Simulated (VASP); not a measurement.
VASP input:

### POSCAR
```
CsI
1
    0.0000000000     3.8225135408     3.8225135408
    3.8225135408     0.0000000000     3.8225135408
    3.8225135408     3.8225135408     0.0000000000
Cs I
1 1
Direct
  0.0000000000   0.0000000000   0.0000000000
  0.5000000000   0.5000000000   0.5000000000
```

**KPOINTS**
```
K-points
0
G
 6 6 6
0 0 0
```

**INCAR**
```
ALGO = Normal
EDIFF = 1E-6
EDIFFG = -0.01
ENCUT = 400
GGA = PS
IBRION = 2
ISIF = 3
ISMEAR = 0
LASPH = .TRUE.
LCHARG = .FALSE.
LMAXMIX = 4
LREAL = .FALSE.
LWAVE = .FALSE.
NELM = 100
NSW = 60
PREC = Accurate
SIGMA = 0.05
SYSTEM = CsI
```

POTCAR, in this order: Cs_sv I (PBE.64 set). Program: vasp_std.

Question: Translate this PBEsol calculation to Ansatz.

Answer: One equivalent input (not run):
Ansatz 0.2 input:
```yaml
crystal:
  lattice:
    - [0.0000000, 3.8225135, 3.8225135]
    - [3.8225135, 0.0000000, 3.8225135]
    - [3.8225135, 3.8225135, 0.0000000]
  atoms:
    - { symbol: Cs, position: [0.0000000, 0.0000000, 0.0000000] }
    - { symbol: I, position: [0.5000000, 0.5000000, 0.5000000] }
kpoints:
  mp_grid: { grid: [6, 6, 6] }
hamiltonian:
  xc: pbesol
  pseudopotentials: { kind: paw }
scf:
  occupations: { method: gaussian, width: 0.05 }
  max_iter: 100
relax:
  max_steps: 60
  f_tol: 0.01
  cell: {}
output: { forces: true, stress: true, eigenvalues: true }
```
The two are equivalent in intent, not identical: each code has its own PAW files, so the cut-off isn't converted (ENCUT is set for VASP's; basis.ecutwfc is left out, and Ansatz then takes the one that its files recommend); Ansatz stops its SCF on the density residual and VASP on the energy change (EDIFF).

The structure comes from a computed database's CsI entry (Fm-3m); how it stands against other phases isn't given here. It was relaxed first, which changed the volume by -6 %. The start is the result of an earlier pass.
